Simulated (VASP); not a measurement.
Calculation: AM05 GGA, VASP's PBE PAW potentials (set 64) (plane waves; VASP).

The input files of a VASP run:

File POSCAR:
```
I atom
1
   12.0000000000     0.0000000000     0.0000000000
    0.0000000000    12.5000000000     0.0000000000
    0.0000000000     0.0000000000    13.0000000000
I
1
Direct
  0.0000000000   0.0000000000   0.0000000000
```

INCAR:
```
SYSTEM = I atom
PREC = Normal
ENCUT = 520
EDIFF = 1E-6
NELM = 200
ALGO = All
LREAL = .FALSE.
LASPH = .TRUE.
ISMEAR = 0
SIGMA = 0.01
GGA = AM
LMAXMIX = 4
ISPIN = 2
MAGMOM = 1
LORBIT = 10
LWAVE = .FALSE.
LCHARG = .FALSE.
ISYM = 0
NUPDOWN = 1
```

File KPOINTS:
```
Automatic
0
Gamma
1 1 1
```

POTCAR, in this order: I (PBE.64 set). Program: vasp_gam. Read from the step before: WAVECAR.

Q: What will the output report for the number of irreducible k-points (NKPTS), largest plane-wave count, FFT grid (NGX, NGY, NGZ)?

A: 
```yaml
number of irreducible k-points (NKPTS): 1
largest_plane_wave_count: 26244
FFT grid (NGX, NGY, NGZ): 70 × 70 × 80
```

The cell is a free atom in a box.
